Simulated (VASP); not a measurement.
```xyz
3
Lattice="1.7468 -3.0255 0.0000 1.7468 3.0255 0.0000 0.0000 0.0000 4.7214" Properties=species:S:1:pos:R:3 pbc="T T T"
Pt     0.0000     0.0000     4.7214
S      1.7468     1.0085     1.1730
S      1.7468    -1.0085     3.5483
```

Method: PBEsol GGA, VASP's PBE PAW potentials (set 64) (plane waves; VASP 6.6.1). Settings: 520 eV cut-off, 7×7×5 Γ-centred mesh, Gaussian smearing of 0.050 eV, potentials Pt S.

Without a dispersion term in the relaxation, distances and binding between the weakly bound layers, chains or molecules are unreliable, and so is what depends on them.

Problem. The ions and cell shape at fixed volume are relaxed. Predict the relaxed structure.

Solution. 
```xyz
3
Lattice="1.7828 -3.0879 0.0000 1.7828 3.0879 0.0000 0.0000 0.0000 4.5327" Properties=species:S:1:pos:R:3 pbc="T T T"
Pt     0.0000     0.0000     0.0000
S      1.7828     1.0293     1.1920
S      1.7828    -1.0293     3.3407
```
Space group P-3m1 (164), at a tolerance of 0.03 Å.

Problem. How much energy does the relaxation gain?

Solution. The energy (σ→0) changes by -28.7 meV/atom, in 6 ionic steps.

```tsv
step	E(σ→0) (eV)	max force (eV/Å)	pressure (GPa)	volume (Å³)
1	-16.8943	0.881	10.82	49.90
2	-16.9617	0.287	5.76	49.90
3	-16.9755	0.130	2.25	49.90
4	-16.9755	0.110	2.41	49.90
5	-16.9796	0.043	2.13	49.90
6	-16.9803	0.004	1.96	49.90
```

The compound is PtS2 in the 1T layered structure. This cell is one point of a volume scan, at 0.94 of the reference volume. Symmetry was kept, so distortions that lower it aren't found.
